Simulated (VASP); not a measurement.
Shape and ions are relaxed at each volume.

Energy against volume of Os (hcp). Level of theory: PBEsol GGA, VASP's PBE PAW potentials (set 64) (plane waves; VASP).

```json
[
 {"V (Å³/atom)": "13.074", "E (eV/atom)": "-12.16762"},
 {"V (Å³/atom)": "13.491", "E (eV/atom)": "-12.22727"},
 {"V (Å³/atom)": "13.908", "E (eV/atom)": "-12.24558"},
 {"V (Å³/atom)": "14.325", "E (eV/atom)": "-12.22925"},
 {"V (Å³/atom)": "14.742", "E (eV/atom)": "-12.18396"}
]
```

Fit a third-order Birch-Murnaghan equation of state.

```yaml
volume_per_atom: 13.91 Å^3/atom
bulk_modulus: 442 GPa
pressure_derivative_of_the_bulk_modulus: 4.92
```

Measured: bulk modulus 425 GPa at 0 K (computed value off by +4.1 %), as given by Vázquez-Parga, Fernández-Martínez, Viñes, J. Chem. Theory Comput. (2023), doi:10.1021/acs.jctc.3c00612, Supporting … [zero-point energy and finite temperature contributions removed].

The compound is Os in the hcp structure. It was relaxed first.
